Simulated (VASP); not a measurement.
Energy against volume of Tl (hcp). Method: optB86b-vdW, VASP's PBE PAW potentials (set 64) (plane waves; VASP). Numerical set-up: 520 eV cut-off, 12×12×7 Γ-centred mesh, first-order Methfessel-Paxton smearing of 0.10 eV, potentials Tl_d.

Shape and ions are relaxed at each volume.

```json
[
 {"V (Å³/atom)": "27.805", "E (eV/atom)": "0.78670"},
 {"V (Å³/atom)": "28.692", "E (eV/atom)": "0.77574"},
 {"V (Å³/atom)": "29.580", "E (eV/atom)": "0.77154"},
 {"V (Å³/atom)": "30.467", "E (eV/atom)": "0.77300"}
]
```

Task: Fit these four points and predict the energy of the run at 31.354 Å³/atom.

Result: A cubic in V^(−2/3), the third-order Birch-Murnaghan form, passes through the four points with V0 = 29.77 Å³/atom and B0 = 33 GPa, and gives 0.7792 eV/atom there. The run gave 0.7791 eV/atom, -0.0 meV/atom from the fit; all five points give B0 = 33 GPa.

The compound is Tl in the hcp structure. It was relaxed first.
